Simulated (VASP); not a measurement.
Calculation: rev-vdW-DF2, VASP's PBE PAW potentials (set 64) (plane waves; VASP).

VASP input:

File KPOINTS:
```
K-points
0
G
 9 9 9
0 0 0
```

File POSCAR:
```
NiO
1.0
  4.0673618108   2.0299118829   2.0299118829
  2.0299118829   4.0673618108   2.0299118829
  2.0299118829   2.0299118829   4.0673618108
Ni O
2 2
direct
  0.0000000000   0.0000000000   0.0000000000
  0.5000000000   0.5000000000   0.5000000000
  0.2500000000   0.2500000000   0.2500000000
  0.7500000000   0.7500000000   0.7500000000
```

### INCAR
```
GGA=MK
PREC=Accurate
EDIFFG=-0.01   # ionic stop
SYSTEM=NiO
LMAXMIX=4   # l cut-off of mixed one-centre charges
EDIFF=1E-7   # SCF stop (eV)
AGGAC=0.0
LUSE_VDW=.True.
ALGO=Normal   # blocked Davidson
LORBIT=10
ISMEAR=0   # Gaussian
IBRION=2   # conjugate gradients
PARAM2=0.7114
ENCUT=520
SIGMA=0.05   # width (eV)
MAGMOM=1.3 -1.3 0.0 0.0
PARAM1=0.1234568
LWAVE=.False.
LREAL=.False.   # projection in real space or not
ZAB_VDW=-1.8867
LASPH=.True.   # aspherical one-centre terms
NSW=30   # most ionic steps
ISIF=4   # ions and shape, fixed volume
ISPIN=2   # spin-polarised
LCHARG=.False.
NELM=100
```

POTCAR, in this order: Ni O (PBE.64 set). Program: vasp_std.

Task: Estimate the energy per atom (σ→0), cell moment.

Result: 
```yaml
energy per atom (σ→0): -4.043 eV/atom
cell_moment: 0.00 μB
```

### OSZICAR
```
...
DAV:   4    -0.161700448915E+02   -0.46887E-04   -0.90056E-05 10048   0.188E-01    0.299E-02
DAV:   5    -0.161700354463E+02    0.94451E-05   -0.48975E-06 10088   0.680E-02    0.136E-02
DAV:   6    -0.161700343704E+02    0.10759E-05   -0.25108E-06 10400   0.244E-02    0.536E-03
DAV:   7    -0.161700352438E+02   -0.87341E-06   -0.29389E-07  5780   0.127E-02    0.322E-03
DAV:   8    -0.161700347524E+02    0.49149E-06   -0.12808E-07  3704   0.390E-03    0.138E-03
DAV:   9    -0.161700348596E+02   -0.10722E-06   -0.14099E-08  3548   0.239E-03    0.446E-04
DAV:  10    -0.161700349414E+02   -0.81866E-07   -0.10212E-08  3528   0.131E-03
   3 F= -.16170035E+02 E0= -.16170035E+02  d E =-.489651E-03  mag=     0.0000
```

The compound is NiO in the rock salt, AFM-II order structure. This cell is one point of a volume scan, at 0.94 of the reference volume. Symmetry was kept, so distortions that lower it aren't found.
